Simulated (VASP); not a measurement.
## ScInTeSe: relaxation of cell and atoms with PBE

The system is ScInTeSe.

```
CELL_PARAMETERS angstrom
4.05000 0.00000 0.00000
-2.02500 3.50740 0.00000
0.00000 0.00000 14.30000
ATOMIC_POSITIONS crystal
Sc 0.00000 0.00000 0.26000
Sc 0.00000 0.00000 0.74000
In 0.33333 0.66667 0.50000
In 0.66667 0.33333 0.00000
Te 0.33333 0.66667 0.14300
Te 0.33333 0.66667 0.85700
Se 0.66667 0.33333 0.36000
Se 0.66667 0.33333 0.64000
```

The cell was built by a generator and needn't be a form met in nature.

```yaml
Program: VASP 6.6.1
Task: relaxation of cell and atoms
Functional: PBE
Potentials_or_basis: VASP PAW PBE potentials, release 64 (Sc_sv, In_d, Te, Se)
Cutoff: 520 eV
k_mesh: 4 × 4 × 1
Occupations: gaussian, width 0.15 eV
Spin: no spin polarisation
Further_INCAR_settings: PREC = Normal; ALGO = Fast; EDIFF = 0.0001; IBRION = 2; EDIFFG = -0.08; NSW = 24; ISIF = 3
```

- Relaxed volume: 28.50 Å³/atom
- Relaxed cell: a = 4.084 Å, b = 4.084 Å, c = 15.787 Å, α = 90.00°, β = 90.00°, γ = 120.00°
- Space group after relaxing (to 0.05 Å): P-6m2 (No. 187)
- Energy gained by relaxing: 78.7 meV/atom
- Ionic steps: 9
- Pressure after relaxing: -0.3 GPa
- Largest force after relaxing: 0.055 eV/Å
- Band gap on the k mesh: none (metal or under the smearing width)

Forces in eV/Å, atoms in the order of the input:
```
Sc   0.000  0.000  0.050
Sc   0.000  0.000 -0.050
In   0.000  0.000  0.000
In   0.000  0.000  0.000
Te   0.000  0.000  0.055
Te   0.000  0.000 -0.055
Se   0.000  0.000 -0.050
Se   0.000  0.000  0.050
```

Stress tensor (GPa, compression positive):
```
-0.24  0.00  0.00
 0.00 -0.24  0.00
 0.00  0.00 -0.44
```

Step by step:
```tsv
step	energy change (eV)	largest force (eV/Å)	pressure (GPa)	volume (Å³)
1	0.0000	0.5100	5.77	203.13
2	-0.4648	0.6236	-1.60	231.06
3	-0.4797	0.5568	-0.56	226.22
4	-0.5653	0.4044	-0.28	225.18
5	-0.6169	0.2349	0.16	223.85
6	-0.6212	0.1720	0.36	223.33
7	-0.6294	0.1103	-0.01	225.81
8	-0.6302	0.0885	-0.05	226.55
9	-0.6296	0.0555	-0.31	228.04
```

Final structure:
```yaml
crystal:
  lattice:
    - [4.08398, 0.00000, 0.00000]
    - [-2.04199, 3.53683, 0.00000]
    - [0.00000, 0.00000, 15.78739]
  atoms:
    - { symbol: Sc, position: [0.00000, 0.00000, 0.26189] }
    - { symbol: Sc, position: [0.00000, 0.00000, 0.73811] }
    - { symbol: In, position: [0.33333, 0.66667, 0.50000] }
    - { symbol: In, position: [0.66667, 0.33333, 0.00000] }
    - { symbol: Te, position: [0.33333, 0.66667, 0.14995] }
    - { symbol: Te, position: [0.33333, 0.66667, 0.85005] }
    - { symbol: Se, position: [0.66667, 0.33333, 0.35393] }
    - { symbol: Se, position: [0.66667, 0.33333, 0.64607] }
```

Levels at points of the mesh, in eV from the Fermi level:
```csv
k point,band 32,band 33,band 34,band 35,band 36,band 37,band 38,band 39,band 40,band 41
"(0.00, 0.00, 0.00)",-1.00,-1.00,-0.89,-0.89,0.12,0.59,0.59,0.60,0.60,0.93
"(0.50, 0.00, 0.00)",-2.95,-2.67,-2.25,-2.01,-1.61,0.08,0.16,0.34,0.77,1.30
```

It took 3.9 min on 1 thread of Intel(R) Xeon(R) Platinum 8488C (Sapphire Rapids), on a shared host, peak memory 0.24 GiB.

Caveat: the k mesh is coarse (spacing up to 0.45 Å⁻¹), so the values aren't converged; the relaxation stopped at a loose force limit of 0.08 eV/Å, so its end isn't a converged minimum. Spin-orbit coupling is left out, which matters for the levels of Te.
